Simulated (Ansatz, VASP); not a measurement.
# Cross-check of Cu9W10 (Cu(111) on W(110), film 4.2 A thick) between VASP and Ansatz

Wanted: the spread between two codes on one cell, functional and k mesh. The cell is taken from a series of runs on this material, whose earlier steps may have relaxed, scaled, displaced or heated it; both programs get it as it stands.

Calculated with Ansatz 0.2.0; plane waves, with VASP 6.6.1 beside it; single point at PBE.

## Step 1: Set-up

The cell holds 38 atoms: 20 W and 18 Cu. Cell: a = 5.282 Å, b = 6.942 Å, c = 27.154 Å, α = 90.0°, β = 90.0°, γ = 102.0°. It derives from W. As first built, before any earlier steps moved the atoms (in the runner's words): Cu(111) slab, 3 repeats (4.2 A between outer planes), strained in the plane by up to 3.3 % to a cell of 36 A^2 of W(110) (4 repeats);, lowest layers held; starting gap 2.2 A. Of 4 lateral registries the lowest after a short relaxation was kept. Relaxed with the MACE-MP-0b2 potential. Lattice constants are starting values near those of PBE. Vacuum lies along c.

## Step 2: VASP: single point, PBE

A single point gives forces, pressure and levels at one fixed geometry, so differences don't come from the geometry; what else differs is listed under the comparison.

Lines of VASP's logs that name or quote its potential files are left out, and so is its time.

INCAR reads:

```
SYSTEM = Cu9W10
PREC = Accurate
ENCUT = 520
EDIFF = 1E-06
NELM = 120
ISMEAR = -1
SIGMA = 0.1
LREAL = Auto
ALGO = Normal
GGA = PE
NBANDS = 188
LASPH = .TRUE.
LORBIT = 11
LWAVE = .FALSE.
LCHARG = .FALSE.
ISIF = 2
GGA_COMPAT = .FALSE.
KPAR = 4
```

POSCAR reads:

```
Cu9W10
1.0
    5.2817200000      0.0000000000      0.0000000000
   -1.4404700000      6.7904400000      0.0000000000
    0.0000000000      0.0000000000     27.1537400000
W Cu
20 18
Direct
    0.8071200000      0.6012900000      0.2578600000
    0.4927200000      0.4991800000      0.3404700000
    0.7991100000      0.5985700000      0.4238600000
    0.5074200000      0.4999200000      0.5056400000
    0.6047100000      0.2050400000      0.2578300000
    0.2980300000      0.0983900000      0.3395900000
    0.6001300000      0.1988300000      0.4244100000
    0.3037300000      0.0992800000      0.5063100000
    0.3955500000      0.7979000000      0.2582500000
    0.0987700000      0.6977400000      0.3405600000
    0.3997300000      0.7990900000      0.4245400000
    0.0989800000      0.6968900000      0.5051200000
    0.1956800000      0.3969800000      0.2586200000
    0.8982000000      0.2952200000      0.3412100000
    0.2026100000      0.3976700000      0.4244000000
    0.9080900000      0.2971900000      0.5057000000
    0.9912700000      0.9992100000      0.2585400000
    0.7041200000      0.9032600000      0.3415600000
    0.0020500000      0.9983000000      0.4245400000
    0.6982000000      0.8981300000      0.5059600000
    0.1622700000      0.6711200000      0.5985800000
    0.8700300000      0.5686200000      0.6720400000
    0.0907100000      0.4567700000      0.7461700000
    0.9875700000      0.0089100000      0.5877200000
    0.7031400000      0.9012600000      0.6690600000
    0.9188800000      0.7924100000      0.7460100000
    0.2811300000      0.3390500000      0.5879700000
    0.0251700000      0.2342800000      0.6681100000
    0.2487100000      0.1253400000      0.7456600000
    0.6594600000      0.6843600000      0.5915000000
    0.3785600000      0.5620400000      0.6709000000
    0.5905200000      0.4557000000      0.7467500000
    0.4903000000      0.0072000000      0.5917900000
    0.1985000000      0.9055700000      0.6699100000
    0.4191700000      0.7911700000      0.7451100000
    0.7795100000      0.3562100000      0.5951300000
    0.5215300000      0.2314200000      0.6699300000
    0.7512500000      0.1242500000      0.7451300000
```

KPOINTS reads:

```
Automatic mesh
0
Gamma
4 3 1
0 0 0
```

The projector-augmented-wave data sets are W and Cu (PBE family, release 64).

Launch:

```sh
$ mpirun -np 4 vasp_std
```

Numbers of over 12 decimals in the logs are rounded to 6 here.

Output:

```text
[banner, memory and clock lines left out]
running    4 mpi-ranks, on    1 nodes
[...]
LDA part: xc-table for (Slater+PW92), standard interpolation
 POSCAR, INCAR and KPOINTS ok, starting setup
[...]
entering main loop
       N       E                     dE             d eps       ncg     rms          rms(c)
DAV:   1     0.310115680847E+04    0.31012E+04   -0.12733E+05  2632   0.188E+03
DAV:   2     0.372456605185E+03   -0.27287E+04   -0.26019E+04  2632   0.467E+02
DAV:   3    -0.228325334402E+03   -0.60078E+03   -0.53750E+03  3348   0.239E+02
DAV:   4    -0.340993320170E+03   -0.11267E+03   -0.10346E+03  4384   0.987E+01
[...]
DAV:  45    -0.313742668718E+03   -0.35617E-05   -0.73352E-06  3128   0.229E-02    0.345E-03
DAV:  46    -0.313742671433E+03   -0.27152E-05   -0.31677E-06  2192   0.115E-02    0.275E-03
DAV:  47    -0.313742671974E+03   -0.54095E-06   -0.34452E-07  1568   0.500E-03
   1 F= -.31374267E+03 E0= -.31339869E+03  d E =-.687965E+00
```

OUTCAR, selected parts (step 2):

```text
  Total      -37.8251611    -32.2428268    -18.5186728     -1.3530590      0.4848406     -0.9893939
  in kB      -62.2283697    -53.0445473    -30.4661444     -2.2259959      0.7976395     -1.6277094
  external PRESSURE =     -48.5796871 kB  Pullay stress =       0.0000000 kB

 POSITION                                       TOTAL-FORCE (eV/Angst)
 -----------------------------------------------------------------------------------
      3.39684      4.08302      7.00186        -0.493691     -0.106166      0.954604
      1.88336      3.38965      9.24503         0.568518     -0.005019     -0.426787
      3.35845      4.06455     11.50938         0.125038     -0.031083     -0.044792
      1.95993      3.39468     13.73002        -0.038346     -0.099236      0.154814
      2.89855      1.39231      7.00105        -0.307628     -0.309951      0.859228
      1.43238      0.66811      9.22114         0.243201      0.087389     -0.007337
      2.88331      1.35014     11.52432         0.065260     -0.021769     -0.257230
      1.46121      0.67415     13.74821        -0.068498     -0.017578     -0.054854
      0.93983      5.41809      7.01245         0.160462      0.111711      0.792168
     -0.48340      4.73796      9.24748         0.020208      0.141956     -0.393790
      0.96020      5.42617     11.52785         0.038928     -0.030912     -0.268883
     -0.48106      4.73219     13.71590        -0.190588      0.145119      0.392837
      0.46169      2.69567      7.02250         0.224962      0.184834      0.523985
      4.31879      2.00467      9.26513        -0.195701      0.458389     -0.592393
[...]
-----------------------------------------------------------------------------------
    total drift:                               -0.006822      0.018733     -0.001581

  FREE ENERGIE OF THE ION-ELECTRON SYSTEM (eV)
  ---------------------------------------------------
  free  energy   TOTEN  =      -313.7426719738 eV

  energy  without entropy=     -313.0547069667  energy(sigma->0) =     -313.39868947

[... 2 further parts left out ...]
[key lines of the parts left out:]
E-fermi :   2.0805
```

## Step 3: Ansatz: single point, PBE

Ansatz runs on its default PAW (the set named soft_2) files.

The same cell, functional, mesh and smearing now go to Ansatz, which takes its cutoff from its data sets.

input.yaml reads:

```yaml
crystal:
  lattice:
    - [5.28172, 0.0, 0.0]
    - [-1.44047, 6.79044, 0.0]
    - [0.0, 0.0, 27.15374]
  atoms:
    - { symbol: W, position: [0.80712, 0.60129, 0.25786] }
    - { symbol: W, position: [0.49272, 0.49918, 0.34047] }
    - { symbol: W, position: [0.79911, 0.59857, 0.42386] }
    - { symbol: W, position: [0.50742, 0.49992, 0.50564] }
    - { symbol: W, position: [0.60471, 0.20504, 0.25783] }
    - { symbol: W, position: [0.29803, 0.09839, 0.33959] }
    - { symbol: W, position: [0.60013, 0.19883, 0.42441] }
    - { symbol: W, position: [0.30373, 0.09928, 0.50631] }
    - { symbol: W, position: [0.39555, 0.7979, 0.25825] }
    - { symbol: W, position: [0.09877, 0.69774, 0.34056] }
    - { symbol: W, position: [0.39973, 0.79909, 0.42454] }
    - { symbol: W, position: [0.09898, 0.69689, 0.50512] }
    - { symbol: W, position: [0.19568, 0.39698, 0.25862] }
    - { symbol: W, position: [0.8982, 0.29522, 0.34121] }
    - { symbol: W, position: [0.20261, 0.39767, 0.4244] }
    - { symbol: W, position: [0.90809, 0.29719, 0.5057] }
    - { symbol: W, position: [0.99127, 0.99921, 0.25854] }
    - { symbol: W, position: [0.70412, 0.90326, 0.34156] }
    - { symbol: W, position: [0.00205, 0.9983, 0.42454] }
    - { symbol: W, position: [0.6982, 0.89813, 0.50596] }
    - { symbol: Cu, position: [0.16227, 0.67112, 0.59858] }
    - { symbol: Cu, position: [0.87003, 0.56862, 0.67204] }
    - { symbol: Cu, position: [0.09071, 0.45677, 0.74617] }
    - { symbol: Cu, position: [0.98757, 0.00891, 0.58772] }
    - { symbol: Cu, position: [0.70314, 0.90126, 0.66906] }
    - { symbol: Cu, position: [0.91888, 0.79241, 0.74601] }
    - { symbol: Cu, position: [0.28113, 0.33905, 0.58797] }
    - { symbol: Cu, position: [0.02517, 0.23428, 0.66811] }
    - { symbol: Cu, position: [0.24871, 0.12534, 0.74566] }
    - { symbol: Cu, position: [0.65946, 0.68436, 0.5915] }
    - { symbol: Cu, position: [0.37856, 0.56204, 0.6709] }
    - { symbol: Cu, position: [0.59052, 0.4557, 0.74675] }
    - { symbol: Cu, position: [0.4903, 0.0072, 0.59179] }
    - { symbol: Cu, position: [0.1985, 0.90557, 0.66991] }
    - { symbol: Cu, position: [0.41917, 0.79117, 0.74511] }
    - { symbol: Cu, position: [0.77951, 0.35621, 0.59513] }
    - { symbol: Cu, position: [0.52153, 0.23142, 0.66993] }
    - { symbol: Cu, position: [0.75125, 0.12425, 0.74513] }
kpoints:
  mp_grid: { grid: [4, 3, 1] }
hamiltonian:
  xc: pbe
scf:
  occupations: { method: fermi_dirac, width: 0.1 }
output:
  forces: true
```

Launch:

```sh
$ ansatz run input.yaml --threads 9 --pin off --max-ram 76800MiB --backend cuda --events-out ev --progress --plain --runs-dir out
```

Output:

```text
Engine: ansatz 0.2.0, x86_64-unknown-linux-gnu
Pseudopotentials: kind: paw
Pseudopotential: W, paw, valence charge 14, recommended cutoff 420 eV (normal), W.paw.azcp
Pseudopotential: Cu, paw, valence charge 19, recommended cutoff 420 eV (normal), Cu.paw.azcp
Functional definition: PBE
  parameter kappa = 0.804
  parameter beta = 0.066725
  exchange = pbe_x(kappa = kappa, mu = beta*pi^2/3)
  correlation = pbe_c(beta = beta)
device memory: the entry about to start is reckoned to put 22.3 GiB on a device that reports 71.9 GiB free
GPU FFT provider: cuFFT
GPU libraries: cuBLAS 13.8.2, cuFFT 12.4.0, cuSOLVER 12.3.4
Crystal: 38 atoms, lattice volume = 973.874 Å³
Basis set: ecut = 420 eV, 18973 PW (Γ), exchange–correlation on 72×96×384 points (8 copies of the dense FFT grid, shifted against one another)
Bands: 349, of which v1, the nominal top of the filled ones, is band 311 counted from 1 (310 counted from 0)
Symmetry: 1 space group operations
Space group: P1 (ITA 1), of the structure as read, at distance tolerance 9.9e-5 Å
k-points: 7 of 12 (time reversal used)
Non-local potential: W, projectors of the file, l = 0: 3, l = 1: 2, l = 2: 2, l = 3: 1
Non-local potential: Cu, projectors of the file, l = 0: 3, l = 1: 2, l = 2: 3, l = 3: 1
PAW form: soft (Blöchl's): semilocal exchange-correlation on the pseudo side does not see the compensation charge
PAW one-centre angular grid: W, 590 points (default); XC on 64 Gauss nodes
PAW one-centre angular grid: Cu, 590 points (default); XC on 64 Gauss nodes
Initial density: superposition of atomic densities (neutral atoms: chi_scale 0, normalization atom), corrected by the library's trained network
Initial wavefunctions: pseudopotential atomic-orbital guess
GPU buffer pool allocated for 331776 grid points (all kernels)
GPU transforms: local potential and band sums: pruned to the plane-wave sphere, on 36×45×192
Functional: x = pbe(κ = 0.804, μ = 0.219515), c = pbe(β = 0.066725)
SCF iter   1: F=—  HF=-326936.046683 eV  |F-HF|=—  |Δ(HF+E_count)|=         —  Δρ=6.32e-3  dr2=3.02e0  ethr=1.77e-3  ⟨swp⟩=7.7  Hψ=10445  notcnv=0
preconditioner: auto → LDOS  [metal: Δε(μ)=0.044 eV  Ē_g=4.484 eV  σ=0.100 eV  W_gap=0.11  n_scr=270 (ndim 8)  ℏωp=21.2 eV  f_vac=0.392  D(μ)=21.15/eV (n_scr^D=130)  β→1.0]
SCF iter   2: F=—  HF=-326935.958568 eV  |F-HF|=—  |Δ(HF+E_count)|=   8.81e-2  Δρ=3.53e-3  dr2=6.10e-1  ethr=4.85e-4  ⟨swp⟩=2.1  Hψ=3329  notcnv=0
SCF iter   3: F=—  HF=-326935.930907 eV  |F-HF|=—  |Δ(HF+E_count)|=   2.77e-2  Δρ=2.65e-3  dr2=8.48e-2  ethr=9.80e-5  ⟨swp⟩=2.7  Hψ=3675  notcnv=0
SCF iter   4: F=—  HF=-326935.927036 eV  |F-HF|=—  |Δ(HF+E_count)|=   3.87e-3  Δρ=1.95e-3  dr2=2.26e-2  ethr=1.36e-5  ⟨swp⟩=2.1  Hψ=4247  notcnv=0
SCF iter   5: F=—  HF=-326935.922649 eV  |F-HF|=—  |Δ(HF+E_count)|=   4.39e-3  Δρ=3.14e-4  dr2=1.08e-3  ethr=3.63e-6  ⟨swp⟩=2.7  Hψ=3659  notcnv=0
SCF iter   6: F=—  HF=-326935.915500 eV  |F-HF|=—  |Δ(HF+E_count)|=   7.15e-3  Δρ=1.66e-4  dr2=1.87e-4  ethr=1.74e-7  ⟨swp⟩=2.7  Hψ=5003  notcnv=0
SCF iter   7: F=—  HF=-326935.915496 eV  |F-HF|=—  |Δ(HF+E_count)|=   4.23e-6  Δρ=6.08e-5  dr2=2.68e-5  ethr=3.01e-8  ⟨swp⟩=2.4  Hψ=3649  notcnv=0
SCF iter   8: F=—  HF=-326935.922857 eV  |F-HF|=—  |Δ(HF+E_count)|=   7.36e-3  Δρ=2.73e-5  dr2=4.97e-6  ethr=4.31e-9  ⟨swp⟩=2.3  Hψ=4392  notcnv=0
SCF iter   9: F=—  HF=-326935.922860 eV  |F-HF|=—  |Δ(HF+E_count)|=   3.13e-6  Δρ=1.10e-5  dr2=1.09e-6  ethr=7.98e-10  ⟨swp⟩=3.1  Hψ=4956  notcnv=0
SCF iter  10: F=—  HF=-326935.922861 eV  |F-HF|=—  |Δ(HF+E_count)|=   6.79e-7  Δρ=4.63e-6  dr2=3.35e-7  ethr=1.75e-10  ⟨swp⟩=2.4  Hψ=4361  notcnv=0
SCF iter  11: F=—  HF=-326935.922861 eV  |F-HF|=—  |Δ(HF+E_count)|=   3.23e-7  Δρ=3.62e-6  dr2=1.33e-7  ethr=5.38e-11  ⟨swp⟩=2.4  Hψ=4456  notcnv=0
SCF iter  12: F=-326935.922861 eV  HF=-326935.922861 eV  |F-HF|=2.21e-9  |Δ(HF+E_count)|=   7.65e-8  Δρ=9.10e-7  dr2=1.04e-8  ethr=1.61e-11  ⟨swp⟩=4.0  Hψ=7614  notcnv=0
SCF 1 converged in 12 iterations: F = -326935.922861 eV  dr2 = 1.04e-8
  greatest PAW one-centre occupation: 1.000 electrons in one spin orbital (limit 2), on the Cu atom at site 34 (counted from 0), in its partial waves of l = 0
SCF converged after 12 iterations
Free energy (F): -326935.922861 eV
Harris-Foulkes:  -326935.922861 eV  (|F-HF|=2.21e-9)
Internal energy: -326935.234794 eV  (E = F + TS)
E sigma→0 (E₀):  -326935.578828 eV
Entropy (-TS):   -0.688067 eV (-18.107 meV/atom)
Fermi energy:    8.912093 eV
--- Per-component energies (eV) ---
  E_band       = -14506.874694
  E_kinetic    = 14341.957066
  E_local      = -976867.962362  (includes V_loc(G=0)·N_el)
  E_nonlocal   = 7051.881710
  E_hartree    = 479221.649779
  E_xc         = -6916.595513
  E_vxc        = -6810.065728  (∫ρ·V_xc dr)
  E_paw        = -201198.889690  (= ΣΔE_a)
  E_vpaw       = -10665.973064  (= ΣTr[D̂ρ^β])
  E_aug_tail   = 0.003673  (compensation charges beyond the density's cutoff)
  E_ewald      = 357432.720543
  E_smearing   = -0.688067  (= −TS)
  E_closure    = 0.000000  (closes the sum)
  Σ components = -326935.922861   (vs F -326935.922861, Δ=0.00e0)
--- Forces (eV/Å), atoms counted from 1 ---
  atom   1  W     -0.53686669    -0.09850742     0.77960358
  atom   2  W      0.61313009     0.00193068    -0.39185723
  atom   3  W      0.13288523    -0.03995260    -0.10797812
  atom   4  W     -0.04560671    -0.11258846     0.33153496
  atom   5  W     -0.33535943    -0.32643308     0.67987460
  atom   6  W      0.26167226     0.08315233     0.04155227
  atom   7  W      0.07090677    -0.02793395    -0.30148739
  atom   8  W     -0.06967731    -0.01944121     0.11428551
  atom   9  W      0.18295401     0.13780671     0.61776883
  atom  10  W      0.00825056     0.14202180    -0.32739960
  atom  11  W      0.04286429    -0.03534455    -0.33246469
  atom  12  W     -0.19569889     0.15676986     0.58361793
  atom  13  W      0.24238736     0.17504794     0.33959552
  atom  14  W     -0.20347113     0.49975127    -0.54280741
  atom  15  W     -0.17843687     0.02647821    -0.24112060
  atom  16  W      0.10350930    -0.05297635     0.39965181
  atom  17  W      0.43098354    -0.02329391     0.39377190
  atom  18  W     -0.46461218    -0.61008935    -0.79690358
  atom  19  W     -0.07631519     0.03834502    -0.25969108
  atom  20  W      0.03506809     0.05414684     0.09590027
  atom  21  Cu     0.02932813     0.03652208    -0.03590866
  atom  22  Cu     0.00506170    -0.02633108    -0.07059631
  atom  23  Cu    -0.02897095    -0.00974089    -0.12993266
  atom  24  Cu     0.02412411    -0.05989210    -0.12452170
[...]
atom  31  Cu    -0.02971689    -0.02155094    -0.06114077
  atom  32  Cu    -0.03994992    -0.00744906    -0.07793747
  atom  33  Cu    -0.08257467     0.06616762     0.06335200
  atom  34  Cu     0.02558618    -0.05690566    -0.07356928
  atom  35  Cu     0.00709832     0.01574060    -0.11963012
  atom  36  Cu    -0.05200557    -0.00110407    -0.05129648
  atom  37  Cu     0.02711200     0.00359146    -0.05047677
  atom  38  Cu     0.00211180     0.01108925    -0.11837095
  max |Σ_I F_I| component: 1.31e-4 eV/Å
```

## Step 4: Differences

Known differences besides the potentials themselves: the data sets hold 622 valence electrons in Ansatz (on its default PAW (the set named soft_2) files) and 318 in VASP; the cutoff is 420 eV in Ansatz and 520 eV in VASP (PREC = Accurate, projectors in real space). Total energies have different zeros and are not compared.

Forces on 9 of the 38 atoms, those with the largest forces and the largest differences (eV/Å; atoms numbered as in POSCAR):

```csv
atom,"Ansatz x, y, z","VASP x, y, z"
W1,"-0.537, -0.099, 0.780","-0.494, -0.106, 0.955"
W2,"0.613, 0.002, -0.392","0.569, -0.005, -0.427"
W5,"-0.335, -0.326, 0.680","-0.308, -0.310, 0.859"
W9,"0.183, 0.138, 0.618","0.160, 0.112, 0.792"
W12,"-0.196, 0.157, 0.584","-0.191, 0.145, 0.393"
W13,"0.242, 0.175, 0.340","0.225, 0.185, 0.524"
W14,"-0.203, 0.500, -0.543","-0.196, 0.458, -0.592"
W17,"0.431, -0.023, 0.394","0.407, -0.020, 0.588"
W18,"-0.465, -0.610, -0.797","-0.436, -0.563, -0.841"
```

The forces differ by 57 meV/Å r.m.s., which is 23.0 % of the r.m.s. force of 0.247 eV/Å (both taken over all components). With vacuum in the cell, a pressure given here is an average over mostly empty space and none of the material.

## Step 5: What came out

```
r.m.s. force difference (single point, PBE) : 23 % of the r.m.s. force
```

What this shows: The r.m.s. force difference is 23 % of the r.m.s. force (single point, PBE), beyond the 3 % picked in this series as the mark of a large difference. The data sets hold unlike numbers of valence electrons (622 in Ansatz and 318 in VASP), so part of the differences comes from the potentials. What causes the difference of the single point, PBE pair stays open here. Such differences can come from data sets, numerical settings and the points named under the comparisons, not from the functional's error against experiment.

[Lines on the potential files, build, host, timing and source positions are cut from VASP's logs without a mark.]

[Logs are printed without paths, hosts, clocks, repeated set-up lines and the standing remarks that a program may print on its own settings, such as how far it seeks lower states.]

[Hosts, paths, dates, database ids (printed as entryN), source tags and the programs' standing remarks are cut or masked in the printed files.]
